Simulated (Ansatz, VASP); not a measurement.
# One calculation of LiBeF3, two programs

```
Li Be F
1.0
     3.49782    0.00000    0.00000
     0.00000    3.49782    0.00000
     0.00000    0.00000    3.49782
Li Be F
1 1 3
Direct
  0.50000 0.50000 0.50000
  0.00000 0.00000 0.00000
  0.50000 0.00000 0.00000
  0.00000 0.00000 0.50000
  0.00000 0.50000 0.00000
```

Change from the starting cell: species swapped into the RbCuF3 type (Pm-3m, No. 221).

Alike in both runs: functional PBE; k mesh 6 × 6 × 6; occupations gaussian, width 0.02 eV; no spin polarisation.

Ansatz relaxed the structure, and its values are those at the end. VASP's run is a single point on that final structure, the one shown.

```csv
,VASP,Ansatz
version,VASP 6.6.1,Ansatz 0.2.0
potentials or method,"VASP PAW PBE potentials, release 64 (Li_sv, Be, F)","scalar-relativistic, plane waves, PAW"
plane-wave cutoff (eV),520,420
valence electrons in the cell,26,26
```

Ansatz gave:

```
gap on the k mesh at the Fermi level (eV) : 7.52
least direct gap on the mesh (eV)         : 8.29
```

Task: Estimate VASP's values.

Result: gap on the k mesh at the Fermi level (eV): 7.51; least direct gap on the mesh (eV): 8.29.

 A k mesh can miss the band edges.
